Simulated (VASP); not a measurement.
An input for Quantum ESPRESSO's pw.x (written as the equivalent of a VASP run, and not itself run):

```
&CONTROL
  calculation = 'scf'
  pseudo_dir = './pseudo'
  outdir = './out'
  tprnfor = .true.
  tstress = .true.
/
&SYSTEM
  ibrav = 0
  nat = 2
  ntyp = 2
  ecutwfc = 84
  occupations = 'smearing'
  smearing = 'gaussian'
  degauss = 0.003675
  input_dft = 'pbe'
/
&ELECTRONS
  conv_thr = 7.3e-08
  electron_maxstep = 100
/
ATOMIC_SPECIES
  B 10.810 B.upf
  As 74.922 As.upf
CELL_PARAMETERS angstrom
     0.0000000    2.3900000    2.3900000
     2.3900000    0.0000000    2.3900000
     2.3900000    2.3900000    0.0000000
ATOMIC_POSITIONS crystal
  B    0.0000000  0.0000000  0.0000000
  As   0.2500000  0.2500000  0.2500000
K_POINTS automatic
  9 9 9 0 0 0
```

Translate this input to VASP (INCAR, KPOINTS, POSCAR, choice of POTCAR).

Several could match; the one computed here: 
### INCAR
```
! general
SYSTEM =BAs
PREC   =Accurate
ENCUT  =520
LREAL  =F
LASPH  =T

! electronic loop
EDIFF  =1E-6
NELM   =100
ALGO   =Fast
LMAXMIX=4

! smearing
ISMEAR =0
SIGMA  =0.05

! functional
GGA    =PE

! ions
ISIF   =2

! output
LWAVE  =F
LCHARG =F
```

File POSCAR:
```
BAs
4.780
  0.0000000000   0.5000000000   0.5000000000
  0.5000000000   0.0000000000   0.5000000000
  0.5000000000   0.5000000000   0.0000000000
B As
1 1
Cartesian
  0.0000000000   0.0000000000   0.0000000000
  0.2500000000   0.2500000000   0.2500000000
```

**KPOINTS**
```
Automatic mesh
0
Gamma
9 9 9
0 0 0
```

POTCAR, in this order: B As (PBE.64 set). Program: vasp_std.

Limits of the translation: the potentials are each code's own (VASP's PAW set, PseudoDojo norm-conserving files in pw.x), so ENCUT and ecutwfc are chosen apart and not converted; conv_thr bounds pw.x's estimated SCF error, while EDIFF bounds the energy change between steps.

The compound is BAs in the zinc blende structure. The cell was not relaxed at this level. The run is one of a series of settings (ALGO = Fast against the base run), some of them coarse on purpose.
